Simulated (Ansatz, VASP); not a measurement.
# Ti2MoCSeOF2 (2H-MoOSe under Ti2CF2 MXene, AA'): VASP beside Ansatz, part 2 of 2

Wanted: the spread between two codes on one cell, functional and k mesh. The cell is taken from a series of runs on this material, whose earlier steps may have relaxed, scaled, displaced or heated it; both programs get it as it stands.

VASP 6.6.1 and Ansatz 0.2.0.

So far: The starting structure; Ansatz: single point, PBE with D3(BJ).

## Step 3: VASP: single point, PBE with D3(BJ)

Level of this step: PBE with D3(BJ), no spin polarisation; plane waves and PAW (Se, Mo_sv, O, F, Ti_sv, C) (VASP).

The same cell, functional, mesh and smearing now go to VASP, with its own data sets.

Lines of VASP's logs that name or quote its potential files are left out, and so is its time.

INCAR

```
SYSTEM = Ti2MoCSeOF2
PREC = Accurate
ENCUT = 520
EDIFF = 1E-06
NELM = 120
ISMEAR = -1
SIGMA = 0.05
LREAL = .FALSE.
ALGO = Normal
GGA = PE
IVDW = 12
NBANDS = 42
LASPH = .TRUE.
LORBIT = 11
LWAVE = .FALSE.
LCHARG = .FALSE.
ISIF = 2
LDIPOL = .TRUE.
IDIPOL = 3
DIPOL = 0.5 0.5 0.515
LVHAR = .TRUE.
GGA_COMPAT = .FALSE.
NELMDL = -8
KPAR = 2
```

POSCAR

```
Ti2MoCSeOF2
1.0
    3.0383875442      0.0000000000      0.0000000000
   -1.5191937721      2.6313207998      0.0000000000
    0.0000000000      0.0000000000     28.0490658355
Se Mo O F Ti C
1 1 1 2 2 1
Direct
    0.3333333333      0.6666666667      0.3208663010
    1.0000000000      0.0000000000      0.3841182185
    0.3333333333      0.6666666667      0.4239942105
    1.0000000000      0.0000000000      0.5095911606
    0.6666666666      0.3333333334      0.6791336990
    0.6666666666      0.3333333334      0.5533060757
    1.0000000000      0.0000000000      0.6344579969
    0.3333333333      0.6666666667      0.5939592463
```

KPOINTS

```
Automatic mesh
0
Gamma
18 18 1
0 0 0
```

The projector-augmented-wave data sets are Se, Mo_sv, O, F, Ti_sv and C (PBE family, release 64).

Run with:

```bash
mpirun -np 2 vasp_std
```

Numbers of over 12 decimals in the logs are rounded to 6 here.

The program printed:

```text
[banner, memory and clock lines left out]
running    2 mpi-ranks, on    1 nodes
 distrk:  each k-point on    1 cores,    2 groups
 distr:  one band on    1 cores,    1 groups

 POSCAR found type information on POSCAR SeMoO F TiC
 POSCAR found :  6 types and       8 ions
 LDA part: xc-table for (Slater+PW92), standard interpolation
 POSCAR, INCAR and KPOINTS ok, starting setup
 FFT: planning ... GRIDC
 FFT: planning ... GRID_SOFT
 FFT: planning ... GRID
 WAVECAR not read
 entering main loop
       N       E                     dE             d eps       ncg     rms          rms(c)
DAV:   1     0.870761698501E+03    0.87076E+03   -0.36250E+04  3444   0.156E+03
DAV:   2     0.364966588408E+02   -0.83427E+03   -0.80697E+03  3562   0.470E+02
DAV:   3    -0.667782530974E+02   -0.10327E+03   -0.10188E+03  4420   0.163E+02
DAV:   4    -0.754840737772E+02   -0.87058E+01   -0.86830E+01  5184   0.408E+01
DAV:   5    -0.759771192253E+02   -0.49305E+00   -0.49289E+00  4412   0.794E+00
DAV:   6    -0.759917876751E+02   -0.14668E-01   -0.14667E-01  4768   0.153E+00
DAV:   7    -0.759923190893E+02   -0.53141E-03   -0.53139E-03  4512   0.241E-01
DAV:   8    -0.759923273302E+02   -0.82409E-05   -0.82403E-05  4696   0.360E-02    0.356E+01
DAV:   9    -0.631552691256E+02    0.12837E+02   -0.10131E+02  4406   0.600E+01    0.110E+01
DAV:  10    -0.625323718799E+02    0.62290E+00   -0.17074E+01  3950   0.231E+01    0.886E+00
DAV:  11    -0.623188762218E+02    0.21350E+00   -0.30238E+00  4030   0.912E+00    0.232E+00
DAV:  12    -0.622910683748E+02    0.27808E-01   -0.91593E-01  5230   0.599E+00    0.152E+00
DAV:  13    -0.622889074713E+02    0.21609E-02   -0.60689E-01  4464   0.495E+00    0.132E+00
DAV:  14    -0.622654031530E+02    0.23504E-01   -0.29412E-01  4600   0.335E+00    0.603E-01
[...]
DAV:  26    -0.622614002153E+02   -0.41837E-04   -0.50422E-06  3112   0.110E-02    0.275E-03
DAV:  27    -0.622614115754E+02   -0.11360E-04   -0.43812E-07  2344   0.362E-03    0.256E-03
DAV:  28    -0.622614197540E+02   -0.81785E-05   -0.68020E-07  2312   0.417E-03    0.128E-03
DAV:  29    -0.622614253244E+02   -0.55704E-05   -0.50161E-07  2304   0.336E-03    0.126E-03
DAV:  30    -0.622614272754E+02   -0.19509E-05   -0.10791E-07  1966   0.172E-03    0.113E-03
DAV:  31    -0.622614293011E+02   -0.20258E-05   -0.14989E-07  2134   0.213E-03    0.362E-04
DAV:  32    -0.622614306438E+02   -0.13427E-05   -0.10137E-07  2040   0.151E-03    0.374E-04
DAV:  33    -0.622614312710E+02   -0.62715E-06   -0.36882E-08  2008   0.860E-04
   1 F= -.64382442E+02 E0= -.64373534E+02  d E =-.178153E-01
```

From OUTCAR (step 3):

```text
ion  position               nearest neighbor table
   1  0.333  0.667  0.321-   2 2.49   2 2.49   2 2.49
   2  0.000  0.000  0.384-   3 2.08   3 2.08   3 2.08   1 2.49   1 2.49   1 2.49
   3  0.333  0.667  0.424-   2 2.08   2 2.08   2 2.08
   4  0.000  0.000  0.510-   6 2.14   6 2.14   6 2.14
   5  0.667  0.333  0.679-   7 2.16   7 2.16   7 2.16
   6  0.667  0.333  0.553-   8 2.09   8 2.09   8 2.09   4 2.14   4 2.14   4 2.14   7 2.87   7 2.87
                             7 2.87
   7  0.000  0.000  0.634-   8 2.09   8 2.09   8 2.09   5 2.16   5 2.16   5 2.16   6 2.87   6 2.87
                             6 2.87
   8  0.333  0.667  0.594-   7 2.09   7 2.09   7 2.09   6 2.09   6 2.09   6 2.09

  LATTYP: Found a hexagonal cell.
 ALAT       =     3.0383875442
 C/A-ratio  =     9.2315629351

 Subroutine GETGRP returns: Found  6 space group operations
 (whereof  6 operations were pure point group operations)

The static configuration has the point symmetry C_3v.

 Found     37 irreducible k-points:

   k-points           NKPTS =     37   k-points in BZ     NKDIM =     37   number of bands    NBANDS=     42

   dimension x,y,z NGX =    24 NGY =   24 NGZ =  210
   dimension x,y,z NGXF=    48 NGYF=   48 NGZF=  420

   ENCUT  =  520.0 eV  38.22 Ry    6.18 a.u.   5.65  5.65 52.15*2*pi/ulx,y,z

   NELECT =      68.0000    total number of electrons

 k-points in reciprocal lattice and weights: Automatic mesh
   0.00000000  0.00000000  0.00000000       0.003
   0.05555556  0.00000000  0.00000000       0.019
   0.11111111  0.00000000  0.00000000       0.019
   0.16666667  0.00000000  0.00000000       0.019
   0.22222222  0.00000000  0.00000000       0.019
   0.27777778  0.00000000  0.00000000       0.019
   0.33333333 -0.00000000  0.00000000       0.019
   0.38888889  0.00000000  0.00000000       0.019
   0.44444444  0.00000000  0.00000000       0.019
[...]
0.33333333  0.27777778  0.00000000       0.037
   0.33333333  0.33333333  0.00000000       0.006

 dipolmoment           0.000000      0.000000      0.071151 electrons x Angstroem

 average (electrostatic) potential at core
       1 -58.7673       2 -82.2564       3 -75.7219       4 -80.2344       5 -80.2133
       6 -80.3682       7 -80.3552       8 -53.0742

 E-fermi :   1.2446

 k-point     1 :       0.0000    0.0000    0.0000
  band No.  band energies     occupation
    ...
     31      -1.2949      2.00000
     32      -1.2949      2.00000
     33       0.3212      2.00000
     34       1.2065      1.36373
     35       1.2065      1.36373
     36       1.4836      0.01664
     37       2.4149      0.00000
     38       2.4149      0.00000
     39       2.8546      0.00000
     40       2.8546      0.00000
    ...

 k-point     2 :       0.0556    0.0000    0.0000
  band No.  band energies     occupation
    ...
     31      -1.4073      2.00000
     32      -1.3389      2.00000
     33       0.2715      2.00000
     34       1.1547      1.71557
     35       1.2631      0.81710
     36       1.5150      0.00891
     37       2.3922      0.00000
     38       2.4474      0.00000
     39       2.8221      0.00000
     40       2.8572      0.00000
    ...

 k-point     3 :       0.1111    0.0000    0.0000
  band No.  band energies     occupation
    ...
     30      -1.7480      2.00000
     31      -1.4753      2.00000
     32      -1.4452      2.00000
     33       0.1023      2.00000
     34       0.9781      1.99036
     35       1.4229      0.05498
     36       1.6341      0.00083
     37       2.2928      0.00000
     38       2.4920      0.00000
     39       2.6875      0.00000
    ...

 Edisp (eV)   -2.12101

  Total       0.22598     0.22598     0.11957     0.00000     0.00000    -0.00000
  in kB       1.61455     1.61455     0.85431     0.00000     0.00000    -0.00000
  external pressure =        1.36 kB  Pullay stress =        0.00 kB

  energy-cutoff  :      520.00
  volume of cell :      224.25
      direct lattice vectors                 reciprocal lattice vectors
     3.038387544  0.000000000  0.000000000     0.329121939  0.190018640  0.000000000
    -1.519193772  2.631320800  0.000000000     0.000000000  0.380037280  0.000000000
     0.000000000  0.000000000 28.049065835     0.000000000  0.000000000  0.035651811

 POSITION                                       TOTAL-FORCE (eV/Angst)
 -----------------------------------------------------------------------------------
     -0.00000      1.75421      9.00000         0.000000     -0.000000     -0.048625
      0.00000      0.00000     10.77416         0.000000     -0.000000      0.009806
     -0.00000      1.75421     11.89264        -0.000000      0.000000      0.036259
      0.00000      0.00000     14.29356        -0.000000     -0.000000     -0.048363
      1.51919      0.87711     19.04907         0.000000     -0.000000      0.039398
      1.51919      0.87711     15.51972        -0.000000      0.000000      0.044176
      0.00000      0.00000     17.79595        -0.000000     -0.000000     -0.031787
     -0.00000      1.75421     16.66000         0.000000     -0.000000     -0.000864
 -----------------------------------------------------------------------------------
    total drift:                                0.000001     -0.000001      0.001549

  FREE ENERGIE OF THE ION-ELECTRON SYSTEM (eV)
  ---------------------------------------------------
  free  energy   TOTEN  =       -64.3824420037 eV

  energy  without entropy=      -64.3646267082  energy(sigma->0) =      -64.37353436

 vacuum level on the upper side and lower side of the slab         6.089         4.479

 total charge
# of ion       s       p       d       tot
------------------------------------------
    1        1.487   2.356   0.080   3.923
    2        2.280   6.224   3.881  12.384
    3        1.577   3.388   0.000   4.965
    4        1.739   4.354   0.000   6.093
    5        1.738   4.350   0.000   6.088
    6        2.183   6.199   1.967  10.350
    7        2.184   6.197   1.970  10.350
    8        0.893   1.592   0.000   2.485
--------------------------------------------------
tot         14.081  34.659   7.898  56.638

[... 3 further parts left out ...]
```

This run has no spin polarisation, so a moment on Mo and Ti, if there is one, isn't seen.

## Step 4: Comparison

Known differences besides the potentials themselves: the data sets hold 78 valence electrons in Ansatz (on its default PAW (the set named soft_2) files) and 68 in VASP; the cutoff is 420 eV in Ansatz and 520 eV in VASP. Total energies have different zeros and are not compared.

Both answers:

| quantity | Ansatz | VASP | difference |
| --- | --- | --- | --- |
| work function, lower of the two faces (eV) | 3.23 | 3.23 | 0.00 |
| work function, higher of the two faces (eV) | 4.79 | 4.84 | -0.05 |

With vacuum in the cell, a pressure given here is an average over mostly empty space and none of the material.

## Step 5: Outcome

| Property | Result |
| --- | --- |
| difference in work function, higher of the two faces (single point, PBE with D3(BJ)) | -0.053 eV |

**Reading.** The difference in work function, higher of the two faces is -0.053 eV (single point, PBE with D3(BJ)). The data sets hold unlike numbers of valence electrons (78 in Ansatz and 68 in VASP), so part of the differences comes from the potentials. Such differences can come from data sets, numerical settings and the points named under the comparisons, not from the functional's error against experiment.

[Lines on the potential files, build, host, timing and source positions are cut from VASP's logs without a mark.]

[Logs are printed without paths, hosts, clocks, repeated set-up lines and the standing remarks that a program may print on its own settings, such as how far it seeks lower states.]

[Hosts, paths, dates, database ids (printed as entryN), source tags and the programs' standing remarks are cut or masked in the printed files.]
